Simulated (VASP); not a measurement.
OSZICAR of a VASP run on BaHfO3 (space group Pm-3m):

### OSZICAR
```
       N       E                     dE             d eps       ncg     rms          rms(c)
DAV:   1     0.202303787274E+03    0.20230E+03   -0.18492E+04   920   0.130E+03
DAV:   2    -0.401046424906E+02   -0.24241E+03   -0.23652E+03  1194   0.314E+02
DAV:   3    -0.502925228472E+02   -0.10188E+02   -0.10170E+02  1177   0.675E+01
DAV:   4    -0.504753370410E+02   -0.18281E+00   -0.18273E+00  1318   0.829E+00
DAV:   5    -0.504805480397E+02   -0.52110E-02   -0.52108E-02  1271   0.936E-01    0.600E+01
DAV:   6    -0.437063112382E+02    0.67742E+01   -0.40624E+01  1081   0.369E+01    0.526E+01
DAV:   7    -0.436212072568E+02    0.85104E-01   -0.22940E+00  1190   0.976E+00    0.328E+01
DAV:   8    -0.436088783466E+02    0.12329E-01   -0.31311E-01  1167   0.456E+00    0.520E+00
DAV:   9    -0.435925004893E+02    0.16378E-01   -0.10945E-01  1109   0.198E+00    0.162E+00
DAV:  10    -0.435921640547E+02    0.33643E-03   -0.11113E-02  1180   0.692E-01    0.532E-01
DAV:  11    -0.435920330576E+02    0.13100E-03   -0.79207E-04  1145   0.191E-01    0.150E-01
DAV:  12    -0.435920654398E+02   -0.32382E-04   -0.86901E-05  1226   0.635E-02    0.183E-01
DAV:  13    -0.435920693681E+02   -0.39284E-05   -0.12234E-05  1165   0.242E-02    0.129E-02
DAV:  14    -0.435920692850E+02    0.83153E-07   -0.64921E-07   803   0.559E-03
   1 F= -.43592069E+02 E0= -.43592069E+02  d E =-.447611E-14
```

Problem. Which electronic solver shows in the log?

Solution. It is blocked Davidson (ALGO = Normal, or the opening steps of other solvers). The INCAR had ALGO = Normal.

Problem. Can the final energy be trusted as converged?

Solution. Self-consistency was reached. It stopped with EDIFF = 1E-6, NELM = 100 (PBE GGA, plane waves, VASP's PBE PAW potentials (set 64)).

The structure is a typed BaHfO3 crystal. The cell was not relaxed at this level. The run is one of a series of settings (KPOINTS 6×6×6 Γ-centred mesh against the base run), some of them coarse on purpose.
